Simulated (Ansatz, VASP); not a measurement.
## Cross-check of BaTiO3 between VASP and Ansatz

One calculation is typed for both programs; each brings its own data sets and cutoff. How far apart do they land? The cell is taken from a series of runs on this material, whose earlier steps may have relaxed, scaled, displaced or heated it; both programs get it as it stands.

Main program and level: Ansatz 0.2.0; plane waves, with VASP 6.6.1 beside it; single point at r2SCAN.

## 1. The structure

The structure is tetragonal, space group P4mm (No. 99). Conventional cell: a = 4.000 Å, b = 4.000 Å, c = 4.018 Å, α = 90.00°, β = 90.00°, γ = 90.00°. Nearest to Ba lie 12 O at 2.79 to 2.88 Å. Nearest to Ti lie 6 O at 1.89 to 2.13 Å. O has 2 Ti at 1.89 to 2.13 Å and 4 Ba at 2.83 Å nearest. O has 2 Ti at 2.00 Å and 4 Ba at 2.79 to 2.88 Å nearest. Farther neighbours and most contacts between anions are not listed.

## 2. VASP: single point, r2SCAN

A single point gives forces, pressure and levels at one fixed geometry, so differences don't come from the geometry; what else differs is listed under the comparison.

Lines of VASP's logs that name or quote its potential files are left out, and so is its time.

Contents of INCAR:

```
SYSTEM = BaTiO3
PREC = Accurate
ENCUT = 1230
EDIFF = 1E-06
NELM = 100
ISMEAR = 0
SIGMA = 0.01
LREAL = .FALSE.
ALGO = Normal
METAGGA = R2SCAN
LASPH = .TRUE.
NBANDS = 26
LORBIT = 11
LWAVE = .FALSE.
LCHARG = .FALSE.
KPAR = 2
ISIF = 2
```

Contents of POSCAR:

```
BaTiO3
1.0
    3.9998000000      0.0000000000      0.0000000000
    0.0000000000      3.9998000000      0.0000000000
    0.0000000000      0.0000000000      4.0180000000
Ba Ti O
1 1 3
Direct
    0.0000000000      0.0000000000      0.0000000000
    0.5000000000      0.5000000000      0.4900000000
    0.5000000000      0.5000000000      0.0190000000
    0.5000000000      0.0000000000      0.5170000000
    0.0000000000      0.5000000000      0.5170000000
```

Contents of KPOINTS:

```
Automatic mesh
0
Gamma
6 6 6
0 0 0
```

Potentials, in the order of the species: Ba_sv, Ti_sv and O_h (PBE family, release 64).

Started as:

```bash
mpirun -np 2 vasp_std
```

Numbers of over 12 decimals in the logs are rounded to 6 here.

The log of the run:

```text
[banner, memory and clock lines left out]
running    2 mpi-ranks, on    1 nodes
 distrk:  each k-point on    1 cores,    2 groups
 distr:  one band on    1 cores,    1 groups

 POSCAR found type information on POSCAR BaTiO
 POSCAR found :  3 types and       5 ions
|                                                                             |
|               ----> ADVICE to this user running VASP <----                  |
|                                                                             |
|     You enforced a specific xc type in the INCAR file but a different       |
|     [... a line on the potential file left out ...]
|     I HOPE YOU KNOW WHAT YOU ARE DOING!                                     |
|                                                                             |

 LDA part: xc-table for (None), standard interpolation
 POSCAR, INCAR and KPOINTS ok, starting setup
 FFT: planning ... GRIDC
 FFT: planning ... GRID_SOFT
 FFT: planning ... GRID
 WAVECAR not read
 entering main loop
       N       E                     dE             d eps       ncg     rms          rms(c)
DAV:   1     0.654526725175E+03    0.65453E+03   -0.35320E+04  2080   0.324E+03
DAV:   2     0.395889654547E+02   -0.61494E+03   -0.59708E+03  2178   0.681E+02
DAV:   3    -0.892612215281E+02   -0.12885E+03   -0.12111E+03  3354   0.225E+02
DAV:   4    -0.978107908635E+02   -0.85496E+01   -0.85278E+01  2726   0.582E+01
DAV:   5    -0.981807916007E+02   -0.37000E+00   -0.36966E+00  3296   0.112E+01    0.234E+01
DAV:   6    -0.735885522743E+02    0.24592E+02   -0.51503E+01  2950   0.784E+01    0.740E+00
DAV:   7    -0.742364190534E+02   -0.64787E+00   -0.60697E+00  2812   0.167E+01    0.525E+00
DAV:   8    -0.742587668376E+02   -0.22348E-01   -0.61718E-01  2910   0.756E+00    0.200E+00
DAV:   9    -0.742842461912E+02   -0.25479E-01   -0.18909E-01  2884   0.388E+00    0.714E-01
DAV:  10    -0.743006535409E+02   -0.16407E-01   -0.16466E-01  2972   0.249E+00    0.117E+00
DAV:  11    -0.742833299100E+02    0.17324E-01   -0.44122E-02  3042   0.200E+00    0.265E-01
DAV:  12    -0.742829834188E+02    0.34649E-03   -0.15208E-02  3098   0.951E-01    0.209E-01
DAV:  13    -0.742825334093E+02    0.45001E-03   -0.15023E-03  2762   0.339E-01    0.874E-02
DAV:  14    -0.742824206385E+02    0.11277E-03   -0.22936E-04  3002   0.133E-01    0.388E-02
DAV:  15    -0.742823968236E+02    0.23815E-04   -0.10870E-04  2954   0.107E-01    0.293E-03
DAV:  16    -0.742823970198E+02   -0.19615E-06   -0.12380E-05  2332   0.312E-02    0.621E-03
DAV:  17    -0.742823971945E+02   -0.17469E-06   -0.61330E-07  1508   0.622E-03
   1 F= -.74282397E+02 E0= -.74282397E+02  d E =-.115951E-18
```

From OUTCAR (step 2):

```text
ion  position               nearest neighbor table
   1  0.000  0.000  0.000-   4 2.79   5 2.79   5 2.79   4 2.79   3 2.83   3 2.83   3 2.83   3 2.83
                             4 2.88   5 2.88   5 2.88   4 2.88   2 3.45   2 3.45   2 3.45   2 3.45
   2  0.500  0.500  0.490-   3 1.89   4 2.00   5 2.00   4 2.00   5 2.00   3 2.13   1 3.45   1 3.45
                             1 3.45   1 3.45   1 3.49   1 3.49   1 3.49   1 3.49
   3  0.500  0.500  0.019-   2 1.89   2 2.13   1 2.83   1 2.83   1 2.83   1 2.83
   4  0.500  0.000  0.517-   2 2.00   2 2.00   1 2.79   1 2.79   1 2.88   1 2.88
   5  0.000  0.500  0.517-   2 2.00   2 2.00   1 2.79   1 2.79   1 2.88   1 2.88

  LATTYP: Found a simple tetragonal cell.
 ALAT       =     3.9998000000
 C/A-ratio  =     1.0045502275

 Subroutine GETGRP returns: Found  8 space group operations
 (whereof  8 operations were pure point group operations)

The static configuration has the point symmetry C_4v.

 Found     40 irreducible k-points:

   k-points           NKPTS =     40   k-points in BZ     NKDIM =     40   number of bands    NBANDS=     26

   dimension x,y,z NGX =    48 NGY =   48 NGZ =   48
   dimension x,y,z NGXF=    96 NGYF=   96 NGZF=   96

   ENCUT  = 1230.0 eV  90.40 Ry    9.51 a.u.  11.44 11.44 11.49*2*pi/ulx,y,z

   NELECT =      40.0000    total number of electrons

 k-points in reciprocal lattice and weights: Automatic mesh
   0.00000000  0.00000000  0.00000000       0.005
   0.16666667  0.00000000  0.00000000       0.019
   0.33333333  0.00000000  0.00000000       0.019
   0.50000000  0.00000000  0.00000000       0.009
   0.16666667  0.16666667  0.00000000       0.019
   0.33333333  0.16666667  0.00000000       0.037
   0.50000000  0.16666667  0.00000000       0.019
   0.33333333  0.33333333  0.00000000       0.019
   0.50000000  0.33333333  0.00000000       0.019
[...]
0.50000000  0.33333333  0.50000000       0.019
   0.50000000  0.50000000  0.50000000       0.005

 average (electrostatic) potential at core
       1 -37.6366       2 -81.2722       3-114.5439       4-114.4333       5-114.4333

 E-fermi :   3.9559

 k-point     1 :       0.0000    0.0000    0.0000
  band No.  band energies     occupation
    ...
     16       2.6389      2.00000
     17       2.7288      2.00000
     18       3.5786      2.00000
     19       3.6067      2.00000
     20       3.6067      2.00000
     21       6.0701      0.00000
     22       6.2724      0.00000
     23       6.2724      0.00000
     24       8.1430      0.00000
     25       8.2459      0.00000
    ...

 k-point     2 :       0.1667    0.0000    0.0000
  band No.  band energies     occupation
    ...
     16       2.4107      2.00000
     17       2.5429      2.00000
     18       3.0434      2.00000
     19       3.3936      2.00000
     20       3.4719      2.00000
     21       6.2980      0.00000
     22       6.5680      0.00000
     23       6.6177      0.00000
     24       8.2191      0.00000
     25       8.8793      0.00000
    ...

 k-point     3 :       0.3333    0.0000    0.0000
  band No.  band energies     occupation
    ...
     16       2.1380      2.00000
     17       2.1564      2.00000
     18       2.3558      2.00000
     19       3.0715      2.00000
     20       3.1569      2.00000
     21       6.3673      0.00000
     22       7.3859      0.00000
     23       7.3943      0.00000
     24       8.2180      0.00000
     25       9.8084      0.00000
    ...

  Total        0.2858313      0.2858313      0.6474901      0.0000000      0.0000000      0.0000000
  in kB        7.1241628      7.1241628     16.1382794      0.0000000      0.0000000      0.0000000
  external PRESSURE =      10.1288683 kB  Pullay stress =       0.0000000 kB

  energy-cutoff  :     1230.00
  volume of cell :       64.28
      direct lattice vectors                 reciprocal lattice vectors
     3.999800000  0.000000000  0.000000000     0.250012501  0.000000000  0.000000000
     0.000000000  3.999800000  0.000000000     0.000000000  0.250012501  0.000000000
     0.000000000  0.000000000  4.018000000     0.000000000  0.000000000  0.248880040

 POSITION                                       TOTAL-FORCE (eV/Angst)
 -----------------------------------------------------------------------------------
      0.00000      0.00000      0.00000         0.000000      0.000000      0.089968
      1.99990      1.99990      1.96882         0.000000     -0.000000     -0.104821
      1.99990      1.99990      0.07634         0.000000      0.000000      0.319711
      1.99990      0.00000      2.07731         0.000000      0.000000     -0.152429
      0.00000      1.99990      2.07731         0.000000      0.000000     -0.152429
 -----------------------------------------------------------------------------------
    total drift:                                0.000000      0.000000     -0.004070

  FREE ENERGIE OF THE ION-ELECTRON SYSTEM (eV)
  ---------------------------------------------------
  free  energy   TOTEN  =       -74.2823971945 eV

  energy  without entropy=      -74.2823971945  energy(sigma->0) =      -74.28239719

 total charge
# of ion       s       p       d       tot
------------------------------------------
    1        2.018   5.670   0.304   7.992
    2        2.208   6.269   1.650  10.127
    3        1.047   2.339   0.000   3.386
    4        1.045   2.338   0.000   3.383
    5        1.045   2.338   0.000   3.383
--------------------------------------------------
tot          7.363  18.955   1.954  28.272

[... 3 further parts left out ...]
```

This run has no spin polarisation, so a moment on Ti, if there is one, isn't seen. Harder data sets than Ba_sv exist (the GW ones), and pressures, volumes and forces can shift noticeably with them.

## 3. Ansatz: single point, r2SCAN

Ansatz runs on its default PAW (the set named soft_2) files.

The same cell, functional, mesh and smearing now go to Ansatz, which takes its cutoff from its data sets.

Contents of input.yaml:

```yaml
crystal:
  lattice:
    - [3.9998, 0.0, 0.0]
    - [0.0, 3.9998, 0.0]
    - [0.0, 0.0, 4.018]
  atoms:
    - { symbol: Ba, position: [0.0, 0.0, 0.0] }
    - { symbol: Ti, position: [0.5, 0.5, 0.49] }
    - { symbol: O, position: [0.5, 0.5, 0.019] }
    - { symbol: O, position: [0.5, 0.0, 0.517] }
    - { symbol: O, position: [0.0, 0.5, 0.517] }
hamiltonian:
  xc: r2scan
  pseudopotentials: { kind: paw }
kpoints:
  mp_grid: { grid: [6, 6, 6] }
scf:
  occupations: { method: gaussian, width: 0.01 }
  n_extra_bands: 5
output:
  forces: true
  stress: true
  eigenvalues: true
  write_density: true
  write_potential: true
  elf: true
  volumetric_format: npy
```

Started as:

```bash
ansatz run input.yaml --threads 2 --pin off --max-ram 4608MiB --backend cpu --events-out ev --progress --plain --runs-dir out
```

The log of the run:

```text
scf.n_extra_bands = 5 over 20 filled bands (N_el = 40.0): the run solves 25 bands
Engine: ansatz 0.2.0, x86_64-unknown-linux-gnu
Pseudopotentials: kind: paw
Pseudopotential: Ba, paw, valence charge 10, recommended cutoff 500 eV (meta_gga), Ba.paw.azcp
Pseudopotential: Ti, paw, valence charge 12, recommended cutoff 500 eV (meta_gga), Ti.paw.azcp
Pseudopotential: O, paw, valence charge 6, recommended cutoff 500 eV (meta_gga), O.paw.azcp
Functional definition: r2SCAN
  parameter k0 = 0.174
  parameter k1 = 0.065
  parameter a1 = 4.9479
  exchange = r2scan_x(k0 = k0, k1 = k1, a1 = a1)
  correlation = r2scan_c
Crystal: 5 atoms, lattice volume = 64.282 Å³
Basis set: ecut = 500 eV, 1647 PW (Γ), exchange–correlation on 120×120×120 points (64 copies of the dense FFT grid, shifted against one another)
Bands: 25, of which v1, the nominal top of the filled ones, is band 20 counted from 1 (19 counted from 0)
Symmetry: 8 space group operations
Space group: P4mm (ITA 99), of the structure as read, at distance tolerance 4.0e-5 Å
k-points: 40 of 216 (time reversal used)
Non-local potential: Ba, projectors of the file, l = 0: 3, l = 1: 2, l = 2: 2, l = 3: 2
Non-local potential: Ti, projectors of the file, l = 0: 3, l = 1: 2, l = 2: 3, l = 3: 1
Non-local potential: O, projectors of the file, l = 0: 2, l = 1: 2, l = 2: 1
PAW form: soft (Blöchl's): semilocal exchange-correlation on the pseudo side does not see the compensation charge
PAW frozen core: Ba, regenerated for the run's functional (the file was generated under x = pbe(κ = 0.804, μ = 0.219515), c = pbe(β = 0.066725))
PAW frozen core: Ti, regenerated for the run's functional (the file was generated under x = pbe(κ = 0.804, μ = 0.219515), c = pbe(β = 0.066725))
PAW frozen core: O, regenerated for the run's functional (the file was generated under x = pbe(κ = 0.804, μ = 0.219515), c = pbe(β = 0.066725))
PAW one-centre angular grid: Ba, 302 points (default); XC on 160 Gauss nodes
PAW one-centre angular grid: Ti, 590 points (default); XC on 160 Gauss nodes
PAW one-centre angular grid: O, 302 points (default); XC on 160 Gauss nodes
Initial density: superposition of atomic densities (neutral atoms: chi_scale 0, normalization atom), corrected by the library's trained network
Initial wavefunctions: pseudopotential atomic-orbital guess
Functional: x = r2scan, c = r2scan; τ floored in thin density (d = 2e-4 eV/Å³)
SCF iter   1: F=—  HF=-10183.709948 eV  |F-HF|=—  |Δ(HF+E_count)|=         —  Δρ=2.16e-2  dr2=3.77e-1  dr2_τ=2.40e-1  ethr=1.77e-3  ⟨swp⟩=6.3  Hψ=5108  notcnv=0
preconditioner: auto → Resta (q_TF=auto, 2.521 Å⁻¹)  ε∞=5.1  [insulator: Δε(μ)=2.699 eV  Ē_g=12.962 eV  σ=0.010 eV  W_gap=1.00  n_scr=18 (ndim 8)  ℏωp=26.2 eV  f_vac=0.000  D(μ)=0.00/eV (n_scr^D=0)  ε∞_Penn≈5.1]
SCF iter   2: F=—  HF=-10183.814017 eV  |F-HF|=—  |Δ(HF+E_count)|=   1.04e-1  Δρ=1.12e-2  dr2=5.00e-2  dr2_τ=2.06e-2  ethr=9.43e-4  ⟨swp⟩=3.4  Hψ=2193  notcnv=0  defer=40
SCF iter   3: F=—  HF=-10183.807382 eV  |F-HF|=—  |Δ(HF+E_count)|=   6.64e-3  Δρ=3.64e-3  dr2=5.73e-3  dr2_τ=4.25e-4  ethr=1.25e-4  ⟨swp⟩=2.1  Hψ=1487  notcnv=0  defer=40
SCF iter   4: F=—  HF=-10183.806618 eV  |F-HF|=—  |Δ(HF+E_count)|=   7.64e-4  Δρ=1.51e-3  dr2=1.04e-3  dr2_τ=1.66e-4  ethr=1.43e-5  ⟨swp⟩=2.1  Hψ=1752  notcnv=0  defer=40
SCF iter   5: F=—  HF=-10183.806468 eV  |F-HF|=—  |Δ(HF+E_count)|=   1.50e-4  Δρ=3.37e-4  dr2=5.61e-5  dr2_τ=4.86e-6  ethr=2.60e-6  ⟨swp⟩=2.0  Hψ=1474  notcnv=0  defer=40
SCF iter   6: F=—  HF=-10183.806471 eV  |F-HF|=—  |Δ(HF+E_count)|=   3.12e-6  Δρ=1.62e-4  dr2=1.50e-5  dr2_τ=1.96e-6  ethr=1.40e-7  ⟨swp⟩=2.0  Hψ=1563  notcnv=0  defer=40
SCF iter   7: F=—  HF=-10183.806469 eV  |F-HF|=—  |Δ(HF+E_count)|=   2.20e-6  Δρ=5.34e-5  dr2=2.05e-6  dr2_τ=1.06e-7  ethr=3.75e-8  ⟨swp⟩=2.0  Hψ=1427  notcnv=0  defer=40
SCF iter   8: F=—  HF=-10183.806469 eV  |F-HF|=—  |Δ(HF+E_count)|=   1.02e-7  Δρ=1.62e-5  dr2=1.93e-7  dr2_τ=1.30e-8  ethr=5.13e-9  ⟨swp⟩=2.1  Hψ=1436  notcnv=0  defer=40
SCF iter   9: F=-10183.806469 eV  HF=-10183.806469 eV  |F-HF|=7.91e-9  |Δ(HF+E_count)|=   2.40e-8  Δρ=3.71e-6  dr2=9.55e-9  dr2_τ=1.69e-10  ethr=2.50e-10  ⟨swp⟩=12.3  Hψ=6691  notcnv=0
SCF 1 converged in 9 iterations: F = -10183.806469 eV  dr2 = 9.55e-9
  greatest PAW one-centre occupation: 0.999 electrons in one spin orbital (limit 2), on the Ti atom at site 1 (counted from 0), in its partial waves of l = 0
SCF converged after 9 iterations
Free energy (F): -10183.806469 eV
Harris-Foulkes:  -10183.806469 eV  (|F-HF|=7.91e-9)
Internal energy: -10183.806469 eV  (E = F + TS)
E sigma→0 (E₀):  -10183.806469 eV
Fermi energy:    11.085026 eV
--- Per-component energies (eV) ---
  E_band       = -175.262143
  E_kinetic    = 973.521129
  E_local      = -2099.784857  (includes V_loc(G=0)·N_el)
  E_nonlocal   = 199.427254
  E_hartree    = 819.889514
  E_xc         = -475.316517
  E_vxc        = -604.225265  (∫ρ·V_xc dr)
  E_paw        = -6784.889254  (= ΣΔE_a)
  E_vpaw       = -320.737813  (= ΣTr[D̂ρ^β])
  E_aug_tail   = 0.003065  (compensation charges beyond the density's cutoff)
  E_vtau       = 36.755436  (kinetic-family band-sum trace: ∫τ·v_τ [+ j·A + Jᵃ·Aᵃ] dr)
  E_ewald      = -2816.377938
  E_core_change = -0.278864  (= ΣΔE_core)
  E_smearing   = -0.000000  (= −TS)
  E_closure    = -0.000000  (closes the sum)
  Σ components = -10183.806469   (vs F -10183.806469, Δ=0.00e0)
--- Forces (eV/Å), atoms counted from 1 ---
  atom   1  Ba     0.00000000     0.00000000     0.05642257
  atom   2  Ti    -0.00000000     0.00000000    -0.17433100
  atom   3  O      0.00000000     0.00000000     0.39285087
  atom   4  O     -0.00000000     0.00000000    -0.13749487
  atom   5  O     -0.00000000    -0.00000000    -0.13749487
  max |Σ_I F_I| component: 4.73e-5 eV/Å
--- Stress (GPa, compression-positive) ---
       -1.068797       0.000000       0.000000
        0.000000      -1.068797       0.000000
        0.000000       0.000000      -0.207145
  P = ⅓ Tr σ = -0.7816 GPa (-7.816 kbar)
--- Band table (eV; the first three rows and the last of 40) ---
  k-point 0: bands = [... 16 lower, 8.8055, 9.7105, 9.7360, 9.7360, 12.1780, 12.3806, 12.3806, 14.3031, ... 1 higher]
  k-point 1: bands = [... 16 lower, 8.6047, 9.1668, 9.6135, 9.6135, 12.2072, 12.8059, 12.8059, 14.3025, ... 1 higher]
  k-point 2: bands = [... 16 lower, 8.2498, 8.4047, 9.3972, 9.3972, 12.2672, 13.5573, 13.5573, 14.3029, ... 1 higher]
  k-point 39: bands = [... 16 lower, 7.6147, 9.9047, 9.9047, 9.9921, 14.5352, 14.5352, 14.5388, 17.2631, ... 1 higher]
```

In the SCF lines HF is the Harris–Foulkes energy and dr2 the Hartree energy of the density residual, in eV; the loop may stop once dr2 is under the threshold and the program's other checks hold. Hψ counts applications of the Hamiltonian.

The run ends at a pressure of -0.78 GPa, with forces up to 0.39 eV/Å.

## 4. Side by side

Known differences besides the potentials themselves: VASP keeps PBE cores, Ansatz makes them for the functional; the cutoff is 500 eV in Ansatz and 1230 eV in VASP. Total energies have different zeros and are not compared.

Both answers:

```csv
quantity,Ansatz,VASP,difference
pressure (GPa),-0.78,1.01,-1.79
pressure without Ansatz's Pulay correction (GPa),-0.85,1.01,-1.86
gap on the k mesh (eV),2.186,2.172,+0.014
```

Forces (eV/Å; atoms numbered as in POSCAR):

```csv
atom,"Ansatz x, y, z","VASP x, y, z"
Ba1,"0.000, 0.000, 0.056","0.000, 0.000, 0.090"
Ti2,"0.000, 0.000, -0.174","0.000, 0.000, -0.105"
O3,"0.000, 0.000, 0.393","0.000, 0.000, 0.320"
O4,"0.000, 0.000, -0.137","0.000, 0.000, -0.152"
O5,"0.000, 0.000, -0.137","0.000, 0.000, -0.152"
```

The forces differ by 28 meV/Å r.m.s., which is 26.5 % of the r.m.s. force of 0.11 eV/Å (both taken over all components). A gap on the mesh is an upper bound, since the band edges may lie between its points. Ansatz's pressure holds a Pulay correction of 0.06 GPa; VASP's holds none.

## 5. Results

| Quantity | Value |
| --- | --- |
| r.m.s. force difference (single point, r2SCAN) | 28 meV/Å |
| difference in pressure (single point, r2SCAN) | -1.8 GPa |

The r.m.s. force difference is 28 meV/Å (single point, r2SCAN), beyond the 12 meV/Å picked in this series as the mark of a large difference. By the marks of this series, far apart in the single point, r2SCAN pair: the r.m.s. force difference, 28 meV/Å and the difference in pressure, -1.8 GPa. What causes the difference of the single point, r2SCAN pair stays open here. Such differences can come from data sets, numerical settings and the points named under the comparisons, not from the functional's error against experiment.

[Lines on the potential files, build, host, timing and source positions are cut from VASP's logs without a mark.]

[Logs are printed without paths, hosts, clocks, repeated set-up lines and the standing remarks that a program may print on its own settings, such as how far it seeks lower states.]

[Hosts, paths, dates, database ids (printed as entryN), source tags and the programs' standing remarks are cut or masked in the printed files.]
